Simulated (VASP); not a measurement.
Crystal: SnSe.

```xyz
8
Lattice="11.4200 0.0000 0.0000 0.0000 4.1900 0.0000 0.0000 0.0000 4.4600" Properties=species:S:1:pos:R:3 pbc="T T T"
Sn    1.4047    1.0475    0.4059
Sn    4.3053    3.1425    2.6359
Sn    7.1147    1.0475    1.8241
Sn   10.0153    3.1425    4.0541
Se    4.0769    1.0475    0.0714
Se    1.6331    3.1425    2.3014
Se    9.7869    1.0475    2.1586
Se    7.3431    3.1425    4.3886
```

| Quantity | Value |
| --- | --- |
| Program | VASP 6.6.1 |
| Task | relaxation of cell and atoms |
| Functional | PBE |
| Dispersion | D3(BJ) |
| Potentials or basis | VASP PAW PBE potentials, release 64 (Sn_d, Se) |
| Cutoff | 600 eV |
| k mesh | 4 × 8 × 8 |
| Occupations | gaussian, width 0.03 eV |
| Spin | no spin polarisation |

At the start: pressure 0.2 GPa; volume 26.68 Å³/atom.

Where does the relaxation end?

Over 18 steps the energy falls by 7.1 meV/atom and the volume is 26.23 Å³/atom (-1.7 %); space group Pnma (No. 62, to 0.05 Å).

The path:
```
step  energy change (eV)  largest force (eV/Å)  pressure (GPa)  volume (Å³)
   1              0.0000                0.3326            0.24       213.41
   2             -0.0384                0.0662           -0.48       214.60
   3             -0.0388                0.0889           -0.43       214.48
   4             -0.0446                0.1063           -0.05       212.42
   5             -0.0459                0.1207            0.23       210.93
   6             -0.0504                0.0911            0.19       210.47
   7             -0.0554                0.0199            0.08       209.10
   8             -0.0555                0.0183            0.08       209.27
   9             -0.0559                0.0287           -0.01       209.72
  10             -0.0559                0.0332           -0.07       209.91
  11             -0.0559                0.0314           -0.05       209.84
  12             -0.0562                0.0247           -0.04       209.83
  13             -0.0564                0.0174           -0.01       209.83
  14             -0.0563                0.0160            0.04       209.82
  15             -0.0564                0.0144            0.01       209.83
  16             -0.0565                0.0110           -0.01       209.88
  17             -0.0565                0.0102           -0.01       209.88
  18             -0.0566                0.0091           -0.01       209.84
```

Final structure:
```yaml
crystal:
  lattice:
    - [11.49512, 0.00000, 0.00000]
    - [0.00000, 4.17702, 0.00000]
    - [0.00000, 0.00000, 4.37037]
  atoms:
    - { symbol: Sn, position: [0.11835, 0.25000, 0.08923] }
    - { symbol: Sn, position: [0.38165, 0.75000, 0.58923] }
    - { symbol: Sn, position: [0.61835, 0.25000, 0.41077] }
    - { symbol: Sn, position: [0.88165, 0.75000, 0.91077] }
    - { symbol: Se, position: [0.35732, 0.25000, 0.02052] }
    - { symbol: Se, position: [0.14268, 0.75000, 0.52052] }
    - { symbol: Se, position: [0.85732, 0.25000, 0.47948] }
    - { symbol: Se, position: [0.64268, 0.75000, 0.97948] }
```
